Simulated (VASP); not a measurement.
Here is the system:

```yaml
crystal:
  lattice:
    - [1.57850, -2.73405, 0.00000]
    - [1.57850, 2.73405, 0.00000]
    - [0.00000, 0.00000, 4.99157]
  atoms:
    - { symbol: Hf, position: [0.33333, 0.66667, 0.25000] }
    - { symbol: Hf, position: [0.66667, 0.33333, 0.75000] }
```

The numbers are results of PBEsol GGA, VASP's PBE PAW potentials (set 64) (plane waves; VASP), not measurements. Run with 480 eV cut-off, 12×12×8 Γ-centred mesh, first-order Methfessel-Paxton smearing of 0.10 eV, potentials Hf_pv.

Unless said otherwise, spin-orbit coupling is left out, though it shifts the bands of the heavy elements here.

Question: Estimate the energy per atom (σ→0), band gap (on the k-mesh) with the smallest direct gap where there is one.

Answer: 
```json
{
  "band gap (on the k-mesh)": "none (metal, semimetal or under 0.01 eV)",
  "energy per atom (σ→0)": "-10.502 eV/atom"
}
```

The absolute energy has meaning only against runs of the same code, potentials and settings.

The compound is Hf in the hcp structure. It was relaxed first.
